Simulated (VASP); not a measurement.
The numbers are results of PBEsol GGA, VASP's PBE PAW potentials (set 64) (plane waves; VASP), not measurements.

The input files of a VASP run:

**KPOINTS**
```
Regular mesh
0
gamma
8 8 8
```

POSCAR:
```
GaAs
5.650
  0.0000000000   0.5000000000   0.5000000000
  0.5000000000   0.0000000000   0.5000000000
  0.5000000000   0.5000000000   0.0000000000
Ga As
1 1
direct
  0.0000000000   0.0000000000   0.0000000000
  0.2500000000   0.2500000000   0.2500000000
```

INCAR:
```
SYSTEM  =  GaAs
PREC  =  Accurate; ENCUT  =  300; LREAL  =  .False.
LASPH  =  .True.
EDIFF  =  1E-6; NELM  =  100; ALGO  =  Normal
LMAXMIX  =  4
ISMEAR  =  -1; SIGMA  =  0.02
GGA  =  PS
ISIF  =  2
LWAVE  =  .False.; LCHARG  =  .False.
```

POTCAR, in this order: Ga_d As (PBE.64 set). Program: vasp_std.

Output

OSZICAR:
```
       N       E                     dE             d eps       ncg     rms          rms(c)
DAV:   1     0.666488612156E+02    0.66649E+02   -0.73674E+03   754   0.146E+03
DAV:   2    -0.449434834456E+01   -0.71143E+02   -0.69128E+02   819   0.260E+02
DAV:   3    -0.921876331440E+01   -0.47244E+01   -0.47048E+01   964   0.639E+01
DAV:   4    -0.928491534223E+01   -0.66152E-01   -0.66138E-01   854   0.831E+00
DAV:   5    -0.928612838207E+01   -0.12130E-02   -0.12130E-02   965   0.937E-01    0.297E+00
DAV:   6    -0.912090245438E+01    0.16523E+00   -0.27281E-01  1164   0.109E+01    0.176E+00
DAV:   7    -0.908862812886E+01    0.32274E-01   -0.67918E-02  1096   0.238E+00    0.544E-01
DAV:   8    -0.908678370635E+01    0.18444E-02   -0.96710E-03   874   0.134E+00    0.978E-02
DAV:   9    -0.908694600036E+01   -0.16229E-03   -0.78609E-04   951   0.382E-01    0.455E-02
DAV:  10    -0.908697351179E+01   -0.27511E-04   -0.52751E-05  1012   0.791E-02    0.243E-02
DAV:  11    -0.908699429846E+01   -0.20787E-04   -0.25502E-05   844   0.550E-02    0.206E-03
DAV:  12    -0.908699434282E+01   -0.44362E-07   -0.71135E-07   627   0.141E-02
   1 F= -.90869943E+01 E0= -.90869943E+01  d E =-.277734E-07
```

OUTCAR:
```
------------------------ aborting loop because EDIFF is reached ----------------------------------------
  FORCE on cell =-STRESS in cart. coord.  units (eV):
  Direction    XX          YY          ZZ          XY          YZ          ZX
  --------------------------------------------------------------------------------------
  Total        0.1133994      0.1133994      0.1133994      0.0000000      0.0000000      0.0000000
  in kB        4.0293588      4.0293588      4.0293588      0.0000000      0.0000000      0.0000000
  external PRESSURE =       4.0293588 kB  Pullay stress =       0.0000000 kB
  volume of cell :       45.09
      direct lattice vectors                 reciprocal lattice vectors
     0.000000000  2.825000000  2.825000000    -0.176991150  0.176991150  0.176991150
     2.825000000  0.000000000  2.825000000     0.176991150 -0.176991150  0.176991150
     2.825000000  2.825000000  0.000000000     0.176991150  0.176991150 -0.176991150
  FREE ENERGIE OF THE ION-ELECTRON SYSTEM (eV)
  ---------------------------------------------------
  free  energy   TOTEN  =        -9.0869943428 eV

  energy  without entropy=       -9.0869943150  energy(sigma->0) =       -9.08699433
```
(Selected blocks of OUTCAR.)

At this cut-off the stress carries a Pulay error, which pulls relaxed volumes low.

The structure is a typed GaAs crystal (F-43m). The cell was not relaxed at this level.
